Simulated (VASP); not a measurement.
CdS (zinc blende): the bulk modulus from VASP (plane waves, PAW) at several levels of theory. Static lattice, third-order Birch-Murnaghan fit over five volumes.

```
level         bulk modulus (GPa)
------------  ------------------
LDA                         67.8
PBE                         53.3
PBEsol                      61.2
RPBE                        46.9
AM05                        58.1
PBE-D3(BJ)                  58.8
PBE-D4                      58.9
optB88-vdW                  56.1
rev-vdW-DF2                 56.8
revTPSS                     55.6
SCAN                        60.5
r2SCAN                      60.5
r2SCAN+rVV10                63.0
```

The cell of the LDA run:

```xyz
2
Lattice="0.0000 2.8863 2.8863 2.8863 0.0000 2.8863 2.8863 2.8863 0.0000" Properties=species:S:1:pos:R:3 pbc="T T T"
Cd     0.0000     0.0000     0.0000
S      1.4432     1.4432     1.4432
```

Only levels that ran to the end are used. Left out are those held back, those with too coarse a band path, GW runs whose mesh misses a band edge, hybrids' fits of cells that aren't cubic and levels without matching references; a question may draw on a part of the rest.

The compound is CdS in the zinc blende structure, a metastable form; wurtzite is the usual one.
